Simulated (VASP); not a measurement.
A convergence study with VASP on Mg3Sb2 (a-la2o3): one setting is varied, all else stays as given below, so the limit is that of these other settings. Each run relaxes cell and ions from the cell shown.

```xyz
5
Lattice="2.2800 -3.9491 0.0000 2.2800 3.9491 0.0000 0.0000 0.0000 7.2300" Properties=species:S:1:pos:R:3 pbc="T T T"
Mg     0.0000     0.0000     0.0000
Mg     2.2800     1.3164     4.5838
Mg     2.2800    -1.3164     2.6462
Sb     2.2800     1.3164     1.6484
Sb     2.2800    -1.3164     5.5816
```

These are PBE GGA, VASP's PBE PAW potentials (set 64) (plane waves; VASP) values and carry that method's errors. The tightest run used: 550 eV cut-off, 9×9×6 Γ-centred mesh, Gaussian smearing of 0.050 eV, potentials Mg Sb.

Task: The settings run are 2×2×1 mesh; 3×3×2 mesh; 5×5×3 mesh; 6×6×4 mesh; 7×7×5 mesh; 8×8×5 mesh; 9×9×6 mesh. From which on does the relaxed volume stay within 0.05 Å³/atom of the tightest run?

Result: From 5×5×3 mesh on: it is off by 0.027 there and by no more than 0.05 in any finer run, while 3×3×2 mesh is off by 0.129.
| setting | relaxed volume (Å³/atom) | E (eV/atom) | irreducible k-points | difference judged (Å³/atom) |
|---|---|---|---|---|
| 2×2×1 mesh | 26.020 | -2.7524 | 2 | 0.590 |
| 3×3×2 mesh | 26.739 | -2.8477 | 6 | 0.129 |
| 5×5×3 mesh | 26.637 | -2.9183 | 12 | 0.027 |
| 6×6×4 mesh | 26.599 | -2.9269 | 24 | 0.011 |
| 7×7×5 mesh | 26.609 | -2.9284 | 32 | 0.000 |
| 8×8×5 mesh | 26.609 | -2.9291 | 40 | 0.000 |
| 9×9×6 mesh | 26.610 | -2.9294 | 62 | 0.000 |

Left out are rungs that failed or repeat a setting and relaxations that didn't move; long series are thinned to 24 rows.

The compound is Mg3Sb2 in the a-la2o3 structure.
